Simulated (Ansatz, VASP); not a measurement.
# Cross-check of BAs between VASP and Ansatz

Aim: how closely do two programs agree when they are given the same cell, functional and k mesh? The cell is taken from a series of runs on this material, whose earlier steps may have relaxed, scaled, displaced or heated it; both programs get it as it stands.

Program: Ansatz 0.2.0. Level of theory: plane waves, with VASP 6.6.1 beside it; zone-centre phonons at LDA. Results are calculated unless marked as measured.

**1. The structure**

The structure is cubic, space group F-43m (No. 216). Conventional cell: a = 4.568 Å, b = 4.568 Å, c = 4.568 Å, α = 90.00°, β = 90.00°, γ = 90.00°. B has 4 As at 1.98 Å nearest. As has 4 B at 1.98 Å nearest. Farther neighbours are not listed.

**2. VASP: zone-centre phonons, LDA, pair 1**

Second derivatives magnify differences that forces hide, and they need a tight electronic threshold.

Lines of VASP's logs that name or quote its potential files are left out, and so is its time.

INCAR

```
SYSTEM = BAs
PREC = Accurate
ENCUT = 500
EDIFF = 1E-08
NELM = 120
ISMEAR = 0
SIGMA = 0.01
LREAL = .FALSE.
ALGO = Normal
GGA = CA
NBANDS = 10
LORBIT = 11
LWAVE = .FALSE.
LCHARG = .FALSE.
ISIF = 2
IBRION = 8
LEPSILON = .TRUE.
LASPH = .TRUE.
GGA_COMPAT = .FALSE.
EFERMI = MIDGAP
KPAR = 2
```

POSCAR

```
BAs
1.0
    0.0000000000      2.2841846742      2.2841846742
    2.2841846742      0.0000000000      2.2841846742
    2.2841846742      2.2841846742      0.0000000000
B As
1 1
Direct
    0.0000000000      0.0000000000      0.0000000000
    0.7500000000      0.7500000000      0.7500000000
```

KPOINTS

```
Automatic mesh
0
Gamma
12 12 12
0 0 0
```

The projector-augmented-wave data sets are B and As (LDA family, release 64).

Run with:

```sh
$ mpirun -np 2 vasp_std
```

Numbers of over 12 decimals in the logs are rounded to 6 here.

The program printed:

```text
[banner, memory and clock lines left out]
running    2 mpi-ranks, on    1 nodes
 distrk:  each k-point on    1 cores,    2 groups
 distr:  one band on    1 cores,    1 groups

 POSCAR found type information on POSCAR B As
 POSCAR found :  2 types and       2 ions
 LDA part: xc-table for (Slater(with rela. corr.)+CA(PZ))
 , standard interpolation
 POSCAR, INCAR and KPOINTS ok, starting setup
 FFT: planning ... GRIDC
 FFT: planning ... GRID_SOFT
 FFT: planning ... GRID
 WAVECAR not read
 entering main loop
       N       E                     dE             d eps       ncg     rms          rms(c)
DAV:   1     0.117824504391E+02    0.11782E+02   -0.38272E+03  1440   0.688E+02
DAV:   2    -0.131048818000E+02   -0.24887E+02   -0.23707E+02  2008   0.113E+02
DAV:   3    -0.138016663451E+02   -0.69678E+00   -0.69502E+00  1724   0.180E+01
DAV:   4    -0.138037426591E+02   -0.20763E-02   -0.20762E-02  1718   0.103E+00
DAV:   5    -0.138037456952E+02   -0.30362E-05   -0.30362E-05  1648   0.417E-02    0.610E+00
DAV:   6    -0.128965002478E+02    0.90725E+00   -0.22325E+00  1544   0.698E+00    0.287E+00
DAV:   7    -0.127742005338E+02    0.12230E+00   -0.32822E-01  1716   0.304E+00    0.971E-01
DAV:   8    -0.127590610209E+02    0.15140E-01   -0.27915E-02  1594   0.970E-01    0.119E-01
DAV:   9    -0.127590821870E+02   -0.21166E-04   -0.73631E-04  1664   0.191E-01    0.691E-02
DAV:  10    -0.127590852334E+02   -0.30464E-05   -0.86558E-05  1558   0.550E-02    0.171E-02
DAV:  11    -0.127590863705E+02   -0.11371E-05   -0.17463E-06  1678   0.969E-03    0.162E-02
DAV:  12    -0.127590861999E+02    0.17064E-06   -0.66885E-07  1586   0.373E-03    0.314E-03
DAV:  13    -0.127590862034E+02   -0.35836E-08   -0.22087E-08  1592   0.114E-03
   1 F= -.12759086E+02 E0= -.12759086E+02  d E =0.000000E+00
 Linear response reoptimize wavefunctions to high precision
DAV:   1    -0.127590862031E+02    0.32452E-09   -0.57669E-09  1590   0.358E-04
DAV:   2    -0.127590862032E+02   -0.37062E-10   -0.10008E-10   896   0.871E-05
 Linear response G [H, r] |phi>, progress :
  Direction:   1
       N       E                     dE             d eps       ncg     rms
RMM:   1    -0.476470818129E+02   -0.47647E+02   -0.68118E+01  3591   0.450E+01
RMM:   2    -0.360740324245E+02    0.11573E+02    0.44496E+00  2384   0.105E+01
RMM:   3    -0.366510285085E+02   -0.57700E+00    0.12561E+00  2496   0.767E-01
RMM:   4    -0.367689839307E+02   -0.11796E+00    0.93335E-02  2580   0.734E-02
RMM:   5    -0.367773869699E+02   -0.84030E-02    0.94430E-03  2580   0.770E-03
RMM:   6    -0.367782542961E+02   -0.86733E-03    0.77211E-04  2570   0.120E-03
RMM:   7    -0.367783363290E+02   -0.82033E-04   -0.45992E-05  2217   0.441E-04
RMM:   8    -0.367783372199E+02   -0.89091E-06   -0.72841E-05  2069   0.367E-04
RMM:   9    -0.367783383521E+02   -0.11322E-05   -0.16727E-04  1897   0.363E-04
RMM:  10    -0.367783370627E+02    0.12893E-05   -0.10066E-04  1733   0.363E-04
RMM:  11    -0.367783361007E+02    0.96205E-06   -0.32081E-05  1607   0.363E-04
 Linear response G [H, r] |phi>, progress :
  Direction:   2
       N       E                     dE             d eps       ncg     rms
RMM:   1    -0.456188198633E+02   -0.45619E+02   -0.81137E+01  3594   0.426E+01
RMM:   2    -0.373567249521E+02    0.82621E+01    0.55638E+00  2357   0.865E+00
RMM:   3    -0.379517592430E+02   -0.59503E+00    0.12648E+00  2510   0.598E-01
RMM:   4    -0.380698688030E+02   -0.11811E+00    0.93431E-02  2588   0.562E-02
RMM:   5    -0.380782675622E+02   -0.83988E-02    0.95318E-03  2607   0.603E-03
RMM:   6    -0.380791358856E+02   -0.86832E-03    0.85041E-04  2562   0.985E-04
RMM:   7    -0.380792167293E+02   -0.80844E-04    0.44641E-05  2194   0.397E-04
RMM:   8    -0.380792176627E+02   -0.93338E-06    0.19892E-05  2099   0.339E-04
RMM:   9    -0.380792184796E+02   -0.81686E-06   -0.30727E-05  1943   0.336E-04
RMM:  10    -0.380792192070E+02   -0.72746E-06   -0.43485E-05  1813   0.336E-04
RMM:  11    -0.380792193765E+02   -0.16948E-06   -0.94242E-05  1624   0.336E-04
 Linear response G [H, r] |phi>, progress :
  Direction:   3
       N       E                     dE             d eps       ncg     rms
RMM:   1    -0.254540696621E+02   -0.25454E+02    0.11232E+02  3416   0.422E+01
RMM:   2    -0.225080622915E+02    0.29460E+01   -0.21183E+00  2352   0.922E+00
RMM:   3    -0.224977540047E+02    0.10308E-01   -0.23512E-02  2468   0.771E-01
RMM:   4    -0.224974620667E+02    0.29194E-03   -0.23254E-04  2581   0.768E-02
RMM:   5    -0.224974560900E+02    0.59767E-05   -0.81887E-06  2551   0.875E-03
RMM:   6    -0.224974556794E+02    0.41056E-06   -0.86868E-07  2505   0.125E-03
RMM:   7    -0.224974556316E+02    0.47833E-07    0.94711E-07  2234   0.394E-04
RMM:   8    -0.224974557096E+02   -0.78069E-07    0.10623E-06  2001   0.297E-04
RMM:   9    -0.224974557103E+02   -0.69348E-09   -0.76441E-07  1903   0.293E-04
RMM:  10    -0.224974557119E+02   -0.15765E-08   -0.48262E-06  1716   0.293E-04
RMM:  11    -0.224974557084E+02    0.34754E-08   -0.29609E-06  1504   0.293E-04
 Linear response to external field (no local field effect), progress :
  Direction:   1
       N       E                     dE             d eps       ncg     rms          rms(c)
RMM:   1    -0.705318267717E+00   -0.70532E+00   -0.31384E+00  3279   0.310E+00
[...]
dielectric tensor                  component  3 :     1.248    -1.561     5.402
 Linear response to external field, progress :
  Direction:   1
       N       E                     dE             d eps       ncg     rms          rms(c)
RMM:   1    -0.564222083334E+00   -0.56422E+00   -0.24672E+00 12630   0.278E+00
RMM:   2    -0.573816342910E+00   -0.95943E-02   -0.52912E-03  9232   0.355E-01    0.111E+00
RMM:   3    -0.561209833602E+00    0.12607E-01   -0.51669E-03  9462   0.422E-01    0.637E-01
RMM:   4    -0.576452460412E+00   -0.15243E-01   -0.63877E-03  9323   0.483E-01    0.728E-02
RMM:   5    -0.579239535666E+00   -0.27871E-02   -0.10532E-04  9583   0.658E-02    0.712E-03
RMM:   6    -0.579314496652E+00   -0.74961E-04   -0.71115E-07  9790   0.517E-03    0.391E-03
RMM:   7    -0.579359581808E+00   -0.45085E-04   -0.76328E-09  9834   0.228E-03    0.216E-04
RMM:   8    -0.579364272565E+00   -0.46908E-05   -0.12588E-08  9112   0.163E-04    0.813E-05
RMM:   9    -0.579362808325E+00    0.14642E-05   -0.17084E-08  8767   0.888E-05    0.171E-05
RMM:  10    -0.579362824040E+00   -0.15715E-07   -0.30509E-08  5292   0.272E-05    0.368E-06
 change of polarisation eV/A/(eV/A) component  1 :     1.097     0.280     0.176
 dielectric tensor                  component  1 :     9.331     2.126     1.335
 Linear response to external field, progress :
  Direction:   2
       N       E                     dE             d eps       ncg     rms          rms(c)
RMM:   1    -0.564220266761E+00   -0.56422E+00   -0.24672E+00 12633   0.278E+00
RMM:   2    -0.573816093930E+00   -0.95958E-02   -0.52952E-03  9238   0.356E-01    0.111E+00
RMM:   3    -0.561209286683E+00    0.12607E-01   -0.51669E-03  9469   0.422E-01    0.637E-01
RMM:   4    -0.576452224980E+00   -0.15243E-01   -0.63877E-03  9320   0.483E-01    0.728E-02
RMM:   5    -0.579239483239E+00   -0.27873E-02   -0.10518E-04  9586   0.658E-02    0.712E-03
RMM:   6    -0.579314520755E+00   -0.75038E-04   -0.62483E-07  9788   0.517E-03    0.391E-03
RMM:   7    -0.579359608272E+00   -0.45088E-04    0.67975E-08  9837   0.228E-03    0.216E-04
RMM:   8    -0.579364294080E+00   -0.46858E-05    0.41181E-08  9114   0.162E-04    0.812E-05
RMM:   9    -0.579362832518E+00    0.14616E-05    0.38626E-08  8766   0.885E-05    0.174E-05
RMM:  10    -0.579362858711E+00   -0.26194E-07    0.46449E-08  5285   0.265E-05    0.471E-06
 change of polarisation eV/A/(eV/A) component  2 :     0.226     1.097     0.178
 dielectric tensor                  component  2 :     1.719     9.331     1.349
 Linear response to external field, progress :
  Direction:   3
       N       E                     dE             d eps       ncg     rms          rms(c)
RMM:   1    -0.564310698836E+00   -0.56431E+00   -0.24681E+00 12630   0.278E+00
RMM:   2    -0.573816379570E+00   -0.95057E-02   -0.52768E-03  9233   0.355E-01    0.111E+00
RMM:   3    -0.561209634362E+00    0.12607E-01   -0.51668E-03  9462   0.422E-01    0.637E-01
RMM:   4    -0.576452600054E+00   -0.15243E-01   -0.63873E-03  9325   0.483E-01    0.728E-02
RMM:   5    -0.579239852283E+00   -0.27873E-02   -0.10536E-04  9583   0.658E-02    0.712E-03
RMM:   6    -0.579314805978E+00   -0.74954E-04   -0.70427E-07  9784   0.517E-03    0.391E-03
RMM:   7    -0.579359887310E+00   -0.45081E-04   -0.59047E-09  9826   0.228E-03    0.216E-04
RMM:   8    -0.579364579959E+00   -0.46926E-05   -0.13319E-08  9120   0.163E-04    0.812E-05
RMM:   9    -0.579363114695E+00    0.14653E-05   -0.23818E-08  8758   0.887E-05    0.174E-05
RMM:  10    -0.579363140524E+00   -0.25829E-07   -0.81144E-08  5306   0.267E-05    0.480E-06
 change of polarisation eV/A/(eV/A) component  3 :     0.187     0.269     1.097
 dielectric tensor                  component  3 :     1.419     2.043     9.331
 Linear response DOF=           2
 Linear response progress:
  Degree of freedom:   1/  2
       N       E                     dE             d eps       ncg     rms          rms(c)
RMM:   1    -0.470158289300E-01   -0.47016E-01   -0.43646E-03 13296   0.111E+00
RMM:   2    -0.436512047871E-01    0.33646E-02   -0.52479E-04  8822   0.217E-01    0.123E-01
RMM:   3    -0.436692874287E-01   -0.18083E-04   -0.47510E-05  9169   0.877E-02    0.625E-02
RMM:   4    -0.440513588918E-01   -0.38207E-03   -0.94923E-05  8963   0.814E-02    0.762E-03
RMM:   5    -0.440467813395E-01    0.45776E-05    0.97422E-06  9603   0.765E-03    0.861E-04
RMM:   6    -0.440466260497E-01    0.15529E-06    0.53687E-07  9524   0.600E-04    0.296E-04
RMM:   7    -0.440458776034E-01    0.74845E-06    0.67307E-07  9828   0.256E-04    0.537E-05
RMM:   8    -0.440459669169E-01   -0.89314E-07    0.38427E-07 10006   0.417E-05    0.198E-05
RMM:   9    -0.440459366782E-01    0.30239E-07    0.35582E-07 10214   0.266E-05    0.134E-06
RMM:  10    -0.440459326624E-01    0.40158E-08    0.39294E-07  8763   0.167E-05    0.633E-07
RMM:  11    -0.440459310092E-01    0.16533E-08    0.39111E-07  7200   0.163E-05    0.514E-08
 first order change of Fermi-energy   0.25421E+01
 force on displaced ion       1 direction 1 : -21.357   0.000   0.000
 Born effective charge ion    1 direction 1 :  -0.892   0.000   0.000
 Linear response progress:
  Degree of freedom:   2/  2
       N       E                     dE             d eps       ncg     rms          rms(c)
RMM:   1    -0.396467335623E-01   -0.39647E-01    0.21253E-02 13331   0.114E+00
RMM:   2    -0.371448081321E-01    0.25019E-02   -0.17689E-03  8950   0.209E-01    0.103E-01
RMM:   3    -0.369982234510E-01    0.14658E-03   -0.16977E-04  9514   0.261E-02    0.603E-02
RMM:   4    -0.370884581333E-01   -0.90235E-04   -0.15475E-04  9343   0.301E-02    0.336E-03
RMM:   5    -0.370653505072E-01    0.23108E-04   -0.14042E-05  9849   0.232E-03    0.953E-04
RMM:   6    -0.370597513843E-01    0.55991E-05   -0.63808E-07  9811   0.373E-04    0.127E-04
RMM:   7    -0.370594463325E-01    0.30505E-06    0.34361E-07 10004   0.122E-04    0.324E-05
RMM:   8    -0.370595750806E-01   -0.12875E-06   -0.14068E-07 10206   0.328E-05    0.108E-05
RMM:   9    -0.370595673274E-01    0.77532E-08   -0.23635E-07 10018   0.208E-05    0.795E-07
RMM:  10    -0.370595601664E-01    0.71610E-08   -0.15445E-07  7507   0.170E-05    0.394E-07
RMM:  11    -0.370595554608E-01    0.47056E-08   -0.11291E-07  5942   0.170E-05    0.687E-08
 first order change of Fermi-energy  -0.25418E+01
 force on displaced ion       2 direction 1 : -21.352  -0.000  -0.000
 Born effective charge ion    2 direction 1 :   0.887   0.000   0.000
 Born effective charges drift removed
 Linear response finished
```

From OUTCAR (step 2):

```text
ion  position               nearest neighbor table
   1  0.000  0.000  0.000-   2 1.98   2 1.98   2 1.98   2 1.98
   2  0.750  0.750  0.750-   1 1.98   1 1.98   1 1.98   1 1.98

  LATTYP: Found a face centered cubic cell.
 ALAT       =     4.5683693484

 Subroutine GETGRP returns: Found 24 space group operations
 (whereof 24 operations were pure point group operations)

The static configuration has the point symmetry T_d .

 Found     72 irreducible k-points:

   k-points           NKPTS =     72   k-points in BZ     NKDIM =     72   number of bands    NBANDS=     10

   dimension x,y,z NGX =    24 NGY =   24 NGZ =   24
   dimension x,y,z NGXF=    48 NGYF=   48 NGZF=   48

   ENCUT  =  500.0 eV  36.75 Ry    6.06 a.u.   5.89  5.89  5.89*2*pi/ulx,y,z

   NELECT =       8.0000    total number of electrons

 k-points in reciprocal lattice and weights: Automatic mesh
   0.00000000  0.00000000  0.00000000       0.001
   0.08333333  0.00000000  0.00000000       0.005
   0.16666667  0.00000000  0.00000000       0.005
   0.25000000  0.00000000  0.00000000       0.005
   0.33333333  0.00000000  0.00000000       0.005
   0.41666667  0.00000000  0.00000000       0.005
   0.50000000  0.00000000  0.00000000       0.002
   0.08333333  0.08333333  0.00000000       0.003
   0.16666667  0.08333333  0.00000000       0.014
[...]
-0.33333333  0.50000000  0.16666667       0.007
  -0.25000000  0.50000000  0.25000000       0.003

 average (electrostatic) potential at core
       1 -30.2007       2 -50.5454

  Total        3.0885466      3.0885466      3.0885466     -0.0000000     -0.0000000     -0.0000000
  in kB      207.6065731    207.6065731    207.6065731     -0.0000000     -0.0000000     -0.0000000
  external PRESSURE =     207.6065731 kB  Pullay stress =       0.0000000 kB

  energy-cutoff  :      500.00
  volume of cell :       23.84
      direct lattice vectors                 reciprocal lattice vectors
     0.000000000  2.284184674  2.284184674    -0.218896487  0.218896487  0.218896487
     2.284184674  0.000000000  2.284184674     0.218896487 -0.218896487  0.218896487
     2.284184674  2.284184674  0.000000000     0.218896487  0.218896487 -0.218896487

 POSITION                                       TOTAL-FORCE (eV/Angst)
 -----------------------------------------------------------------------------------
      0.00000      0.00000      0.00000         0.000000      0.000000      0.000000
      3.42628      3.42628      3.42628        -0.000000     -0.000000     -0.000000
 -----------------------------------------------------------------------------------
    total drift:                               -0.000000     -0.000000     -0.000000

 MACROSCOPIC STATIC DIELECTRIC TENSOR (including local field effects in DFT)
 ------------------------------------------------------
           9.331051    -0.000000    -0.000000
           0.000000     9.331051     0.000000
           0.000000     0.000000     9.331051
 ------------------------------------------------------

 PIEZOELECTRIC TENSOR (including local field effects)  for field in x, y, z        (C/m^2)
          XX          YY          ZZ          XY          YZ          ZX
  --------------------------------------------------------------------------------
  x     0.00000    -0.00000    -0.00000     0.00000    -0.26824     0.00000
  y    -0.00000     0.00000     0.00000     0.00000     0.00000    -0.26824
  z     0.00000    -0.00000     0.00000    -0.26824     0.00000     0.00000

 BORN EFFECTIVE CHARGES (including local field effects) (in |e|, cummulative output)
 ---------------------------------------------------------------------------------
 ion    1
    1    -0.88788     0.00000     0.00000
    2     0.00000    -0.88788     0.00000
    3     0.00000     0.00000    -0.88788
 ion    2
    1     0.88788     0.00000     0.00000
    2     0.00000     0.88788     0.00000
    3     0.00000     0.00000     0.88788

 Eigenvectors and eigenvalues of the dynamical matrix
 ----------------------------------------------------

   1 f  =   23.504635 THz   147.683979 2PiTHz  784.030238 cm-1    97.207317 meV
             X         Y         Z           dx          dy          dz
      0.000000  0.000000  0.000000     0.000000    0.934841    0.000000
      3.426277  3.426277  3.426277     0.000000   -0.355068    0.000000

   2 f  =   23.504635 THz   147.683979 2PiTHz  784.030238 cm-1    97.207317 meV
             X         Y         Z           dx          dy          dz
      0.000000  0.000000  0.000000     0.934841    0.000000    0.000000
      3.426277  3.426277  3.426277    -0.355068    0.000000    0.000000

   3 f  =   23.504635 THz   147.683979 2PiTHz  784.030238 cm-1    97.207317 meV
             X         Y         Z           dx          dy          dz
      0.000000  0.000000  0.000000     0.000000    0.000000    0.934841
      3.426277  3.426277  3.426277     0.000000    0.000000   -0.355068

   4 f/i=    0.000976 THz     0.006135 2PiTHz    0.032572 cm-1     0.004038 meV
             X         Y         Z           dx          dy          dz
      0.000000  0.000000  0.000000    -0.355068    0.000000    0.000000
      3.426277  3.426277  3.426277    -0.934841    0.000000    0.000000

   5 f/i=    0.000976 THz     0.006135 2PiTHz    0.032572 cm-1     0.004038 meV
             X         Y         Z           dx          dy          dz
      0.000000  0.000000  0.000000     0.000000   -0.355068    0.000000
      3.426277  3.426277  3.426277     0.000000   -0.934841    0.000000

   6 f/i=    0.000976 THz     0.006135 2PiTHz    0.032572 cm-1     0.004038 meV
             X         Y         Z           dx          dy          dz
      0.000000  0.000000  0.000000     0.000000    0.000000   -0.355068
      3.426277  3.426277  3.426277     0.000000    0.000000   -0.934841

 MACROSCOPIC STATIC DIELECTRIC TENSOR IONIC CONTRIBUTION
 ------------------------------------------------------
           0.280260     0.000000     0.000000
           0.000000     0.280260     0.000000
           0.000000     0.000000     0.280260
 ------------------------------------------------------

 ELASTIC MODULI CONTR FROM IONIC RELAXATION (kBar)
 Direction    XX          YY          ZZ          XY          YZ          ZX
 --------------------------------------------------------------------------------
 XX          -0.0000     -0.0000      0.0000     -0.0000      0.0000      0.0000
 YY          -0.0000     -0.0000     -0.0000     -0.0000     -0.0000      0.0000
 ZZ           0.0000     -0.0000     -0.0000      0.0000     -0.0000      0.0000
 XY          -0.0000     -0.0000      0.0000   -528.3801      0.0000      0.0000
 YZ           0.0000     -0.0000     -0.0000      0.0000   -528.3801      0.0000
 ZX           0.0000      0.0000      0.0000      0.0000      0.0000   -528.3801
 --------------------------------------------------------------------------------

 PIEZOELECTRIC TENSOR IONIC CONTR  for field in x, y, z        (C/m^2)
          XX          YY          ZZ          XY          YZ          ZX
  --------------------------------------------------------------------------------
  x    -0.00000     0.00000     0.00000     0.00000     0.36210     0.00000
  y    -0.00000    -0.00000    -0.00000     0.00000     0.00000     0.36210
  z     0.00000     0.00000    -0.00000     0.36210     0.00000     0.00000
```

(Continued in part 2 of 3.)

[Lines on the potential files, build, host, timing and source positions are cut from VASP's logs without a mark.]

[Logs are printed without paths, hosts, clocks, repeated set-up lines and the standing remarks that a program may print on its own settings, such as how far it seeks lower states.]

[Hosts, paths, dates, database ids (printed as entryN), source tags and the programs' standing remarks are cut or masked in the printed files.]
